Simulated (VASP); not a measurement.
## SnTe: transverse stress against strain

SnTe (rock salt, Fm-3m, 30.293 Å³/atom and stress up to 0.10 GPa in the relaxed cell, cube axes along x, y and z) under a strain ε along a cube axis (axis z), the other axes held. LDA in VASP (plane waves, PAW), 480 eV, 8×8×8 Γ-centred mesh, Gaussian smearing 0.05 eV; ions are relaxed, or left where forces stay under 0.02 eV/Å, within the symmetry of each cell. Stress is positive for a compressed cell.

Here s stands for strain and y for stress xx.

| strain (%) | stress xx (GPa) |
|---|---|
| -3.00 | ? |
| -1.50 | 0.19 |
| -1.00 | 0.17 |
| -0.50 | 0.13 |
| 0.00 | 0.10 |
| 0.50 | 0.07 |
| 1.00 | 0.03 |
| 1.50 | 0.00 |

Fit y of the 7 rows that show it with a straight line. Means: s 0, y 0.099. About the means, the sum of products is -0.45500 and the sum of squares of s is 7.0000; the slope is their ratio. Least squares gives y = 0.099 - 0.0650·s. Residuals (row less fit): -0.007, 0.006, -0.002, 0.001, 0.004, -0.004, -0.002; standard error 0.005 (degrees of freedom: 5). The slope gives the elastic constant C12 = 6.5 ± 0.2 GPa (± standard error of the fit, which holds the terms cut off).

Estimate the missing y (s = -3.00); what did the run itself give?

y = 0.099 - 0.0650 × (-3.0) = 0.294 GPa. The calculation gives 0.26 GPa, 0.034 GPa below the prediction (13.1 % of the range of y in the table). The row lies outside the fitted rows, so this is an extrapolation. The scatter of the fitted rows lies at the last printed digit.

A polynomial of degree 2 through the 12 other runs of the series gives 0.27 there. Spin-orbit coupling is left out, which can shift these values for the heavy elements here. SnTe stands in this structure, which distorts at low temperature. Rows are the converged runs of the series near zero and its far end, less any whose ions stayed unrelaxed beside relaxed ones; series whose fitted rows scatter by over a few per cent of the range, as at a crossing or softening among them, aren't shown in this form. Most that stay on the fit to the last digits aren't either.
